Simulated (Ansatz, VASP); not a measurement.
# C (Diamond): VASP beside Ansatz

One calculation is typed for both programs; each brings its own data sets and cutoff. How far apart do they land? The cell is taken from a series of VASP runs on this material, whose earlier steps may have relaxed, scaled or displaced it; both programs get it as it stands.

Program: Ansatz 0.2.0. Level of theory: plane waves, with VASP 6.6.1 beside it; elastic constants at PBE with D3(BJ) and band structure at HSE06. Results are calculated unless marked as measured.

## 1. Starting point

The structure is cubic, space group Fd-3m (No. 227). The conventional cell has a = 3.559 Å, b = 3.559 Å, c = 3.559 Å, α = 90.00°, β = 90.00°, γ = 90.00°. Nearest to C lie 4 C at 1.54 Å.

## 2. VASP: elastic constants, PBE with D3(BJ)

Elastic constants are differences of stresses under small strains, so they test the stress and the mesh.

Lines of VASP's logs that name or quote its potential files are left out, and so is its time.

Contents of INCAR:

```
SYSTEM = C
PREC = Accurate
ENCUT = 560
EDIFF = 1E-07
NELM = 100
ISMEAR = 0
SIGMA = 0.05
LREAL = .FALSE.
ALGO = Normal
GGA = PE
IVDW = 12
NBANDS = 10
LORBIT = 11
LWAVE = .FALSE.
LCHARG = .FALSE.
KPAR = 2
IBRION = 6
NFREE = 2
POTIM = 0.015
ISIF = 3
NSW = 1
```

Contents of POSCAR:

```
C
1.0
    0.0000000000      1.7793663622      1.7793663622
    1.7793663622      0.0000000000      1.7793663622
    1.7793663622      1.7793663622      0.0000000000
C
2
Direct
    0.0000000000      0.0000000000      0.0000000000
    0.2500000000      0.2500000000      0.2500000000
```

Contents of KPOINTS:

```
Automatic mesh
0
Gamma
13 13 13
0 0 0
```

PAW data sets: C (PBE family, release 64).

Launch:

```bash
mpirun -np 2 vasp_std
```

Numbers of over 12 decimals in the logs are rounded to 6 here.

Output:

```text
[banner, memory and clock lines left out]
running    2 mpi-ranks, on    1 nodes
 distrk:  each k-point on    1 cores,    2 groups
 distr:  one band on    1 cores,    1 groups

 POSCAR found type information on POSCAR C
 POSCAR found :  1 types and       2 ions
 LDA part: xc-table for (Slater+PW92), standard interpolation
 POSCAR, INCAR and KPOINTS ok, starting setup
 FFT: planning ... GRIDC
 FFT: planning ... GRID_SOFT
 FFT: planning ... GRID
 WAVECAR not read
 entering main loop
       N       E                     dE             d eps       ncg     rms          rms(c)
DAV:   1     0.393165155785E+00    0.39317E+00   -0.51283E+03  1736   0.837E+02
DAV:   2    -0.184831986456E+02   -0.18876E+02   -0.18287E+02  2300   0.126E+02
DAV:   3    -0.188356906697E+02   -0.35249E+00   -0.35163E+00  2002   0.141E+01
DAV:   4    -0.188363679877E+02   -0.67732E-03   -0.67729E-03  1846   0.719E-01
DAV:   5    -0.188363686983E+02   -0.71060E-06   -0.71060E-06  1924   0.235E-02    0.559E+00
DAV:   6    -0.183476021493E+02    0.48877E+00   -0.27256E-01  1758   0.392E+00    0.334E+00
DAV:   7    -0.181831523465E+02    0.16445E+00   -0.32847E-01  1844   0.436E+00    0.765E-01
DAV:   8    -0.181849108276E+02   -0.17585E-02   -0.78980E-03  1760   0.719E-01    0.435E-02
DAV:   9    -0.181849445962E+02   -0.33769E-04   -0.65340E-05  2068   0.692E-02    0.237E-02
DAV:  10    -0.181849645015E+02   -0.19905E-04   -0.15605E-05  1734   0.381E-02    0.504E-03
DAV:  11    -0.181849645468E+02   -0.45313E-07   -0.20442E-07  2154   0.446E-03
   1 F= -.18570144E+02 E0= -.18570144E+02  d E =-.891446E-14
[... from here on, the cycles between the ionic steps are left out ...]
   2 F= -.18561497E+02 E0= -.18561497E+02  d E =-.223364E-25
   3 F= -.18561977E+02 E0= -.18561977E+02  d E =-.592917E-12
   4 F= -.18561497E+02 E0= -.18561497E+02  d E =-.223452E-25
   5 F= -.18561977E+02 E0= -.18561977E+02  d E =-.592672E-12
   6 F= -.18561497E+02 E0= -.18561497E+02  d E =-.222204E-25
   7 F= -.18561977E+02 E0= -.18561977E+02  d E =-.593065E-12
   8 F= -.18565563E+02 E0= -.18565563E+02  d E =-.101980E-13
   9 F= -.18565563E+02 E0= -.18565563E+02  d E =-.104118E-13
  10 F= -.18565563E+02 E0= -.18565563E+02  d E =-.623623E-14
  11 F= -.18565563E+02 E0= -.18565563E+02  d E =-.630087E-14
  12 F= -.18565563E+02 E0= -.18565563E+02  d E =-.909033E-14
  13 F= -.18565563E+02 E0= -.18565563E+02  d E =-.952641E-14
  14 F= -.18565890E+02 E0= -.18565890E+02  d E =-.895153E-26
 Finite differences progress:
  Degree of freedom:   7/  7
  Displacement:        1/  2
  Total:              13/ 14
 bond charge predicted
       N       E                     dE             d eps       ncg     rms          rms(c)
DAV:   1    -0.181813454076E+02   -0.63476E-03   -0.12360E+00  6906   0.835E+00    0.251E-01
DAV:   2    -0.181811210682E+02    0.22434E-03   -0.65144E-03  7682   0.744E-01    0.148E-01
DAV:   3    -0.181807169954E+02    0.40407E-03   -0.10813E-03  7534   0.255E-01    0.163E-02
DAV:   4    -0.181807134015E+02    0.35939E-05   -0.43361E-05  7686   0.626E-02    0.963E-03
DAV:   5    -0.181807106377E+02    0.27638E-05   -0.76625E-06  7440   0.204E-02    0.819E-04
DAV:   6    -0.181807106728E+02   -0.35036E-07   -0.37556E-07  7406   0.539E-03
  15 F= -.18565890E+02 E0= -.18565890E+02  d E =-.891317E-26
 Finite differences progress:
  Degree of freedom:   7/  7
  Displacement:        2/  2
  Total:              14/ 14
```

Parts of OUTCAR (step 2):

```text
ion  position               nearest neighbor table
   1  0.000  0.000  0.000-   2 1.54   2 1.54   2 1.54   2 1.54
   2  0.250  0.250  0.250-   1 1.54   1 1.54   1 1.54   1 1.54

  LATTYP: Found a face centered cubic cell.
 ALAT       =     3.5587327244

 Subroutine GETGRP returns: Found 48 space group operations
 (whereof 24 operations were pure point group operations)

The static configuration has the point symmetry T_d .
 The point group associated with its full space group is O_h .

 Found     84 irreducible k-points:

   k-points           NKPTS =     84   k-points in BZ     NKDIM =     84   number of bands    NBANDS=     10

   dimension x,y,z NGX =    20 NGY =   20 NGZ =   20
   dimension x,y,z NGXF=    40 NGYF=   40 NGZF=   40

   ENCUT  =  560.0 eV  41.16 Ry    6.42 a.u.   4.86  4.86  4.86*2*pi/ulx,y,z

   NELECT =       8.0000    total number of electrons

 k-points in reciprocal lattice and weights: Automatic mesh
   0.00000000  0.00000000  0.00000000       0.000
   0.07692308  0.00000000  0.00000000       0.004
   0.15384615  0.00000000  0.00000000       0.004
   0.23076923  0.00000000  0.00000000       0.004
   0.30769231  0.00000000  0.00000000       0.004
   0.38461538  0.00000000  0.00000000       0.004
   0.46153846  0.00000000  0.00000000       0.004
   0.07692308  0.07692308  0.00000000       0.003
   0.15384615  0.07692308  0.00000000       0.011
[...]
-0.30769231  0.46153846  0.15384615       0.011
  -0.30769231  0.46153846  0.23076923       0.011

 Edisp (eV)   -0.38518

 average (electrostatic) potential at core
       1 -45.2874       2 -45.2874

 E-fermi :  10.4071

 k-point     1 :       0.0000    0.0000    0.0000
  band No.  band energies     occupation
      1     -11.7411      2.00000
      2       9.5957      2.00000
      3       9.8301      2.00000
      4      10.0581      2.00000
      5      15.2319      0.00000
      6      15.4315      0.00000
      7      15.6421      0.00000
      8      23.3126      0.00000
      9      29.2062      0.00000
    ...

 k-point     2 :       0.0769    0.0000    0.0000
  band No.  band energies     occupation
      1     -11.5764      2.00000
      2       8.8600      2.00000
      3       9.3328      2.00000
      4       9.6396      2.00000
      5      15.6858      0.00000
      6      15.9955      0.00000
      7      16.0094      0.00000
      8      23.4440      0.00000
      9      29.4883      0.00000
    ...

 k-point     3 :       0.1538    0.0000    0.0000
  band No.  band energies     occupation
      1     -11.0841      2.00000
      2       6.5509      2.00000
      3       8.7294      2.00000
      4       9.0017      2.00000
      5      16.5007      0.00000
      6      16.8090      0.00000
      7      17.0777      0.00000
      8      23.8252      0.00000
      9      30.1196      0.00000
    ...

 Edisp (eV)   -0.38518

  Total      -0.01996    -0.01576    -0.01576     0.00000    -0.05414     0.00000
  in kB      -2.83826    -2.24112    -2.24112     0.00000    -7.69850     0.00000
  external pressure =       -2.44 kB  Pullay stress =        0.00 kB

  energy-cutoff  :      560.00
  volume of cell :       11.27
      direct lattice vectors                 reciprocal lattice vectors
     0.000000000  1.779366362  1.779366362    -0.280998905  0.280998905  0.280998905
     1.779366362  0.000000000  1.779366362     0.280998905 -0.280998905  0.280998905
     1.779366362  1.779366362  0.000000000     0.280998905  0.280998905 -0.280998905

 POSITION                                       TOTAL-FORCE (eV/Angst)
 -----------------------------------------------------------------------------------
     -0.01500      0.00000      0.00000         0.567130      0.000000      0.000000
      0.88968      0.88968      0.88968        -0.567130      0.000000      0.000000
 -----------------------------------------------------------------------------------
    total drift:                                0.000429     -0.000000     -0.000000

  FREE ENERGIE OF THE ION-ELECTRON SYSTEM (eV)
  ---------------------------------------------------
  free  energy   TOTEN  =       -18.5658898565 eV

  energy  without entropy=      -18.5658898565  energy(sigma->0) =      -18.56588986

  SYMMETRIZED ELASTIC MODULI (kBar)
 Direction    XX          YY          ZZ          XY          YZ          ZX
 --------------------------------------------------------------------------------
 XX       10626.4289   1276.0726   1276.0726      0.0000      0.0000     -0.0000
 YY        1276.0726  10626.4289   1276.0726      0.0000     -0.0000      0.0000
 ZZ        1276.0726   1276.0726  10626.4289     -0.0000      0.0000      0.0000
 XY           0.0000      0.0000     -0.0000   5792.7133      0.0000      0.0000
 YZ           0.0000     -0.0000      0.0000      0.0000   5792.7133      0.0000
 ZX          -0.0000      0.0000      0.0000      0.0000      0.0000   5792.7133
 --------------------------------------------------------------------------------

 Eigenvectors and eigenvalues of the dynamical matrix
 ----------------------------------------------------

   1 f  =   39.225021 THz   246.458073 2PiTHz 1308.405849 cm-1   162.221577 meV
             X         Y         Z           dx          dy          dz
      0.000000  0.000000  0.000000     0.000000   -0.707107    0.000000
      0.889683  0.889683  0.889683     0.000000    0.707107    0.000000

   2 f  =   39.225021 THz   246.458073 2PiTHz 1308.405849 cm-1   162.221577 meV
             X         Y         Z           dx          dy          dz
      0.000000  0.000000  0.000000    -0.707107    0.000000    0.000000
      0.889683  0.889683  0.889683     0.707107    0.000000    0.000000

   3 f  =   39.225021 THz   246.458073 2PiTHz 1308.405849 cm-1   162.221577 meV
             X         Y         Z           dx          dy          dz
      0.000000  0.000000  0.000000     0.000000    0.000000   -0.707107
      0.889683  0.889683  0.889683     0.000000    0.000000    0.707107

   4 f  =    0.000000 THz     0.000000 2PiTHz    0.000000 cm-1     0.000000 meV
             X         Y         Z           dx          dy          dz
      0.000000  0.000000  0.000000     0.707107    0.000000    0.000000
      0.889683  0.889683  0.889683     0.707107    0.000000    0.000000

   5 f  =    0.000000 THz     0.000000 2PiTHz    0.000000 cm-1     0.000000 meV
             X         Y         Z           dx          dy          dz
      0.000000  0.000000  0.000000     0.000000    0.707107    0.000000
      0.889683  0.889683  0.889683     0.000000    0.707107    0.000000

   6 f  =    0.000000 THz     0.000000 2PiTHz    0.000000 cm-1     0.000000 meV
             X         Y         Z           dx          dy          dz
      0.000000  0.000000  0.000000     0.000000    0.000000    0.707107
      0.889683  0.889683  0.889683     0.000000    0.000000    0.707107

 ELASTIC MODULI CONTR FROM IONIC RELAXATION (kBar)
 Direction    XX          YY          ZZ          XY          YZ          ZX
 --------------------------------------------------------------------------------
 XX          -0.0000      0.0000      0.0000      0.0000      0.0000      0.0000
 YY           0.0000     -0.0000      0.0000      0.0000      0.0000      0.0000
 ZZ           0.0000      0.0000     -0.0000      0.0000      0.0000      0.0000
 XY           0.0000      0.0000      0.0000    -48.8889      0.0000      0.0000
 YZ           0.0000      0.0000      0.0000      0.0000    -48.8889      0.0000
 ZX           0.0000      0.0000      0.0000      0.0000      0.0000    -48.8889
 --------------------------------------------------------------------------------

 TOTAL ELASTIC MODULI (kBar)
 Direction    XX          YY          ZZ          XY          YZ          ZX
 --------------------------------------------------------------------------------
 XX       10626.4289   1276.0726   1276.0726      0.0000      0.0000     -0.0000
 YY        1276.0726  10626.4289   1276.0726      0.0000     -0.0000      0.0000
 ZZ        1276.0726   1276.0726  10626.4289     -0.0000      0.0000      0.0000
 XY           0.0000      0.0000     -0.0000   5743.8244      0.0000      0.0000
 YZ           0.0000     -0.0000      0.0000      0.0000   5743.8244      0.0000
 ZX          -0.0000      0.0000      0.0000      0.0000      0.0000   5743.8244
 --------------------------------------------------------------------------------

 total charge
# of ion       s       p       d       tot
------------------------------------------
    1        0.829   1.755   0.000   2.584
    2        0.829   1.755   0.000   2.584
--------------------------------------------------
tot          1.658   3.511   0.000   5.169

[... 3 further parts left out ...]
```

CONTCAR:

```
C
   1.00000000000000
     0.0000000000000000    1.7793663622000000    1.7793663622000000
     1.7793663622000000    0.0000000000000000    1.7793663622000000
     1.7793663622000000    1.7793663622000000    0.0000000000000000
  C
     2
Direct
     0.0042149835802937   -0.0042149835802937   -0.0042149835802937
     0.2500000000000000    0.2500000000000000    0.2500000000000000
```

(Continued in part 2 of 2.)

[Lines on the potential files, build, host, timing and source positions are cut from VASP's logs without a mark.]

[Logs are printed without paths, hosts, clocks, repeated set-up lines and the standing remarks that a program may print on its own settings, such as how far it seeks lower states.]

[Hosts, paths, dates, database ids (printed as entryN), source tags and the programs' standing remarks are cut or masked in the printed files.]
